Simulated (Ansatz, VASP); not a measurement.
# MnZn: VASP beside Ansatz, part 3 of 3

One calculation is typed for both programs; each brings its own data sets. How far apart do they land? The cell is taken from a series of runs on this material, whose earlier steps may have relaxed, scaled, displaced or heated it; both programs get it as it stands.

VASP 6.6.1 and Ansatz 0.2.0.

So far: The starting structure; Ansatz: relaxation of cell and atoms, PBEsol, pair 1; VASP: relaxation of cell and atoms, PBEsol, pair 1; Side by side.

In doubt: warnings of the run leave room for a lower electronic state (step 5), so energies may not be the lowest and differences between runs may mislead.

## (5) Ansatz: relaxation of cell and atoms, PBEsol, pair 2

Level of this step: Ansatz beside VASP: Kohn-Sham DFT, plane waves, PBEsol (Ansatz).

The relaxed volume is the usual yardstick between codes: in a stiff, nearly cubic crystal its relative difference is about their pressure difference at one cell divided by the bulk modulus.

The cell is taken from a series of runs on this material, whose earlier steps may have relaxed, scaled, displaced or heated it; both programs get it as it stands.

Input file input.yaml:

```yaml
crystal:
  lattice:
    - [2.9591667237, 2.9591667237, 0.0]
    - [2.9591667237, 0.0, 2.9591667237]
    - [2.9591667237, 0.0, -2.9591667237]
  atoms:
    - { symbol: Mn, position: [0.0, 0.0, 0.0], spin: 3.42 }
    - { symbol: Mn, position: [0.0, 0.5, 0.5], spin: -3.42 }
    - { symbol: Zn, position: [0.5, 0.25, 0.75] }
    - { symbol: Zn, position: [0.5, 0.75, 0.25] }
kpoints:
  mp_grid: { grid: [16, 16, 16] }
hamiltonian:
  xc: pbesol
  pseudopotentials: { kind: paw, azcp: { folder: soft_1 }, xc_functional: pbe }
scf:
  occupations: { method: gaussian, width: 0.15 }
output:
  forces: true
  stress: true
  eigenvalues: true
  populations: true
magnetization:
  spin_polarized: true
relax:
  adjacent_minimum: "off"
  f_tol: 0.001
  max_steps: 60
  cell: { stress_tol: 0.01 }
```

Started as:

```bash
$ ansatz run input.yaml --threads 4 --pin off --max-ram 10240MiB --backend cpu --events-out ev --progress --plain --runs-dir out
```

Numbers of over 12 decimals in the logs are rounded to 6 here.

Log:

```text
[...]
Crystal: 4 atoms, lattice volume = 51.825 Å³
Basis set: ecut = 420 eV, 965 PW (Γ), exchange–correlation on 60×60×60 points (8 copies of the dense FFT grid, shifted against one another)
Bands: 37, of which v1, the nominal top of the filled ones, is band 27 counted from 1 (26 counted from 0)
Symmetry: 48 space group operations
[...]
- { symbol: Mn, position: [0, 0.5, 0.5] }
    - { symbol: Zn, position: [0.500000, 0.250000, 0.750000] }
    - { symbol: Zn, position: [0.500000, 0.750000, 0.250000] }
--- Löwdin populations: 4 sites ---
  site symbol       q [e]    m [muB]
     0     Mn     15.0247     3.3561
     1     Mn     15.0247    -3.3561
     2     Zn     11.2108     0.0000
     3     Zn     11.2108     0.0000
  spilling = 0.028316 (of n_electrons = 54.000000)
[key lines of the parts left out:]
SCF converged after 10 iterations
Magnetization: 0.0000 μB (27.0000 up, 27.0000 down)
Free energy (F): -14298.906244 eV
Fermi energy:    14.922253 eV
P = ⅓ Tr σ = -0.0099 GPa (-0.099 kbar)
```

## (6) VASP: relaxation of cell and atoms, PBEsol, pair 2

The same cell, functional, mesh and smearing now go to VASP, with its own data sets.

Input file INCAR:

```
SYSTEM = MnZn
PREC = Accurate
ENCUT = 500
EDIFF = 1E-07
NELM = 200
ISMEAR = 0
SIGMA = 0.15
LREAL = .FALSE.
ALGO = Normal
GGA = PS
NBANDS = 33
ISPIN = 2
MAGMOM = 3.1 -3.1 -0 -0
LASPH = .TRUE.
LMAXMIX = 4
LORBIT = 11
LWAVE = .FALSE.
LCHARG = .FALSE.
ISIF = 3
IBRION = 2
NSW = 80
EDIFFG = -0.005
GGA_COMPAT = .FALSE.
NELMIN = 4
KPAR = 2
```

Input file POSCAR:

```
MnZn
1.0
    2.9591670000      2.9591670000      0.0000000000
    2.9591670000      0.0000000000      2.9591670000
    2.9591670000      0.0000000000     -2.9591670000
Mn Zn
2 2
Direct
    0.0000000000      0.0000000000      0.0000000000
    0.0000000000      0.5000000000      0.5000000000
    0.4999998310      0.2500000845      0.7499999155
    0.4999998310      0.7499999155      0.2500000845
```

Input file KPOINTS:

```
Automatic mesh
0
Gamma
16 16 16
0 0 0
```

The projector-augmented-wave data sets are Mn_pv and Zn (PBE family, release 64).

Started as:

```bash
$ mpirun -np 2 vasp_std
```

Log:

```text
[banner, memory and clock lines left out]
running    2 mpi-ranks, on    1 nodes
[...]
[... a notice as in an earlier step ...]

 LDA part: xc-table for (Slater+PW92), standard interpolation
 POSCAR, INCAR and KPOINTS ok, starting setup
[...]
entering main loop
       N       E                     dE             d eps       ncg     rms          rms(c)
DAV:   1     0.437818396251E+03    0.43782E+03   -0.26033E+04 20396   0.222E+03
DAV:   2     0.676104244903E+01   -0.43106E+03   -0.41567E+03 19252   0.504E+02
DAV:   3    -0.245650272442E+02   -0.31326E+02   -0.30628E+02 20145   0.150E+02
DAV:   4    -0.251267686379E+02   -0.56174E+00   -0.56032E+00 21173   0.212E+01
[...]
DAV:  14    -0.221580722971E+02    0.46947E-06   -0.19160E-06 26741   0.157E-02    0.800E-03
DAV:  15    -0.221580724644E+02   -0.16730E-06   -0.12478E-06 19708   0.116E-02    0.267E-03
DAV:  16    -0.221580724012E+02    0.63147E-07   -0.66510E-08 10432   0.204E-03
   1 F= -.22158072E+02 E0= -.22144940E+02  d E =-.221581E+02  mag=     0.0000
[...]
2 F= -.22158350E+02 E0= -.22145279E+02  d E =-.277695E-03  mag=    -0.0000
 trial-energy change:   -0.000278  1 .order   -0.000275   -0.000847    0.000296
 step:   0.7433(harm=  0.7411)  dis= 0.00000  next Energy=   -22.158388 (dE=-0.316E-03)
[...]
N       E                     dE             d eps       ncg     rms          rms(c)
DAV:   1    -0.221605475332E+02   -0.21974E-02   -0.25649E-02 19820   0.201E+00    0.406E-01
DAV:   2    -0.221590762317E+02    0.14713E-02   -0.15387E-02 20069   0.130E+00    0.348E-01
DAV:   3    -0.221584547932E+02    0.62144E-03   -0.26512E-03 20181   0.639E-01    0.102E-01
DAV:   4    -0.221584152147E+02    0.39578E-04   -0.14182E-04 19355   0.135E-01    0.382E-02
DAV:   5    -0.221583925048E+02    0.22710E-04   -0.14375E-05 21391   0.350E-02    0.123E-02
DAV:   6    -0.221583899588E+02    0.25460E-05   -0.26696E-06 23651   0.248E-02    0.320E-03
DAV:   7    -0.221583897240E+02    0.23486E-06   -0.71999E-07 20555   0.658E-03    0.130E-03
DAV:   8    -0.221583895378E+02    0.18618E-06   -0.61535E-08  9777   0.252E-03    0.632E-04
DAV:   9    -0.221583894844E+02    0.53341E-07   -0.37355E-09  9743   0.913E-04
   3 F= -.22158389E+02 E0= -.22145303E+02  d E =-.317083E-03  mag=     0.0000
[...]
reached required accuracy - stopping structural energy minimisation
```

Parts of OUTCAR (step 6):

```text
  Total        0.0000797      0.0000797      0.0000797     -0.0000000     -0.0000000     -0.0000000
  in kB        0.0024540      0.0024540      0.0024540     -0.0000000     -0.0000000     -0.0000000
  external PRESSURE =       0.0024540 kB  Pullay stress =       0.0000000 kB

 POSITION                                       TOTAL-FORCE (eV/Angst)
 -----------------------------------------------------------------------------------
      0.00000      0.00000     -0.00000         0.000000     -0.000000      0.000000
      2.96323     -0.00000      0.00000        -0.000000     -0.000000      0.000000
      4.44484      1.48161     -1.48161        -0.000000      0.000000      0.000000
      4.44484      1.48161      1.48161        -0.000000      0.000000     -0.000000
 -----------------------------------------------------------------------------------
    total drift:                                0.000098      0.000098     -0.000000

  FREE ENERGIE OF THE ION-ELECTRON SYSTEM (eV)
  ---------------------------------------------------
  free  energy   TOTEN  =       -22.1583894844 eV

  energy  without entropy=      -22.1322163332  energy(sigma->0) =      -22.14530291

 magnetization (x)
# of ion       s       p       d       tot
------------------------------------------
    1        0.055   0.066   3.066   3.187
    2       -0.055  -0.066  -3.066  -3.187
    3        0.000   0.000   0.000   0.000
    4        0.000   0.000   0.000   0.000
--------------------------------------------------
tot          0.000   0.000   0.000   0.000

[... 1 part as in an earlier step ...]

[... 3 further parts left out ...]
[key lines of the parts left out:]
E-fermi :   6.2510
```

## (7) Side by side

What differs besides the data sets and the points named for the pairs above, as far as they apply: the data sets hold 54 valence electrons in Ansatz (on its PAW soft_1 files) and 50 in VASP. Total energies have different zeros and are not compared.

The two programs side by side:

```tsv
quantity	Ansatz	VASP	difference
volume (Å³)	51.82	52.04	-0.42 %
edge a after relaxation, in the typed setting (Å)	4.185	4.191	-0.14 %
moment on Mn1 (μB)	3.10	3.19	-0.09
moment on Mn2 (μB)	-3.10	-3.19	+0.09
```

## (8) Outcome

| Item | Value |
| --- | --- |
| difference in volume (relaxation of cell and atoms, PBEsol, pair 1) | -0.43 % |
| difference in volume (relaxation of cell and atoms, PBEsol, pair 2) | -0.42 % |

In words: The difference in volume is -0.43 % (relaxation of cell and atoms, PBEsol, pair 1), within the 1.2 % picked in this series as the mark of a large difference, as far as the stopping tolerances let one tell. The data sets hold unlike numbers of valence electrons (54 in Ansatz and 50 in VASP), so part of the differences comes from the potentials. Such differences can come from data sets, numerical settings and the points named under the comparisons, not from the functional's error against experiment.

[Lines on the potential files, build, host, timing and source positions are cut from VASP's logs without a mark.]

[Logs are printed without paths, hosts, clocks, repeated set-up lines and the standing remarks that a program may print on its own settings, such as how far it seeks lower states.]

[Hosts, paths, dates, database ids (printed as entryN), source tags and the programs' standing remarks are cut or masked in the printed files.]
